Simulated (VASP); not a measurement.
## Al2SiF2: band structure with PBE

Crystal: Al2SiF2.

```
CELL_PARAMETERS angstrom
-1.75493 1.75493 7.28075
1.75493 -1.75493 7.28075
1.75493 1.75493 -7.28075
ATOMIC_POSITIONS crystal
Al 0.38596 0.88596 0.50000
Al 0.11404 0.61404 0.50000
Si 0.00000 0.00000 0.00000
F 0.33230 0.33230 0.00000
F 0.66770 0.66770 0.00000
```

The cell was built by a generator and needn't be a form met in nature.

```yaml
Program: VASP 6.6.1
Task: band structure
Functional: PBE
Potentials_or_basis: VASP PAW PBE potentials, release 64 (Al, Si, F)
Cutoff: 520 eV
k_mesh: 12 × 12 × 12
Occupations: gaussian, width 0.1 eV
Spin: no spin polarisation
Further_INCAR_settings: ALGO = Fast; EDIFF = 1e-06
```

* Band gap along the path: none (metal or under the smearing width)

Levels at the corners of the path, in eV from the Fermi level:
```csv
point,band 9,band 10,band 11,band 12,band 13,band 14,band 15,band 16
Γ,-6.94,-4.78,-1.84,0.43,0.43,2.13,3.58,4.00
X,-7.05,-3.88,-3.86,-2.98,1.01,2.13,2.23,2.38
X,-7.05,-3.88,-3.86,-2.98,1.01,2.13,2.23,2.38
Y,-7.02,-3.87,-3.83,-2.98,1.06,2.12,2.20,2.42
Y,-7.02,-3.87,-3.83,-2.98,1.06,2.12,2.20,2.42
S,-6.83,-4.71,-3.41,-0.09,1.15,1.53,2.79,3.97
S,-6.83,-4.71,-3.41,-0.09,1.15,1.53,2.79,3.97
Γ,-6.94,-4.78,-1.84,0.43,0.43,2.13,3.58,4.00
Γ,-6.94,-4.78,-1.84,0.43,0.43,2.13,3.58,4.00
Z,-6.91,-5.42,-0.56,0.41,0.43,0.43,3.35,4.48
Z,-6.91,-5.42,-0.56,0.41,0.43,0.43,3.35,4.48
S1,-6.83,-4.71,-3.41,-0.09,1.15,1.53,2.79,3.97
S1,-6.83,-4.71,-3.41,-0.09,1.15,1.53,2.79,3.97
N,-6.83,-4.74,-3.40,-0.10,1.16,1.60,2.56,4.39
N,-6.83,-4.74,-3.40,-0.10,1.16,1.60,2.56,4.39
P,-7.05,-3.87,-3.87,-2.98,1.04,2.07,2.22,2.39
P,-7.05,-3.87,-3.87,-2.98,1.04,2.07,2.22,2.39
Y1,-7.02,-3.87,-3.83,-2.98,1.06,2.12,2.20,2.42
Y1,-7.02,-3.87,-3.83,-2.98,1.06,2.12,2.20,2.42
Z,-6.91,-5.42,-0.56,0.41,0.43,0.43,3.35,4.48
X,-7.05,-3.88,-3.86,-2.98,1.01,2.13,2.23,2.38
P,-7.05,-3.87,-3.87,-2.98,1.04,2.07,2.22,2.39
```

It took 9.7 min on 2 MPI ranks on Intel(R) Xeon(R) Platinum 8488C (Sapphire Rapids), with other jobs on the host, peak memory 0.66 GiB a rank.

Caveat: the log is that of the step along the path at fixed density, whose energy, stress, charges and moments have no meaning.
